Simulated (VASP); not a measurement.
PbS is modelled in the cubic space group Fm-3m (No. 225), the rock salt structure, Pearson symbol cF8. Lattice parameters: a = b = c = 5.9704 Å, α = β = γ = 90.00°. Pb on 4a has 6 S at 2.985 Å (octahedral). S on 4b sees 6 Pb at 2.985 Å (octahedral). (Neighbours: up to the widest gap in distance over summed covalent radii, below 1.35, at either atom; cation-cation and far metal-metal contacts left out.)
(The calculation used a cell of 2 atoms; values per cell refer to that cell.)

Level of theory: revTPSS meta-GGA, VASP's PBE PAW potentials (set 64) (plane waves; VASP 6.6.1). Numerical set-up: 520 eV cut-off, 8×8×8 Γ-centred mesh, Gaussian smearing of 0.050 eV, potentials Pb_d S.

Give the energy at these volumes per atom, relative to the lowest: 24.97, 25.76, 26.56, 27.36, 28.15 Å³.

19.7, 4.9, 0.0, 3.6, 14.4 meV/atom. A third-order Birch-Murnaghan fit gives B0 = 56.3 GPa and B0′ = 4.2.

Measured: a 5.914 Å at 120 K (computed value off by +0.9 %), as given by Noda, Masumoto, Ohba, Saito, Toriumi, Iwata, Shibuya, Acta Cryst. C 43, 1443 (1987), by a structure database's card. The calculation is for a static lattice, while the measured a holds thermal and zero-point effects, which are part of the difference.

The compound is PbS in the rock salt structure. It was relaxed first.
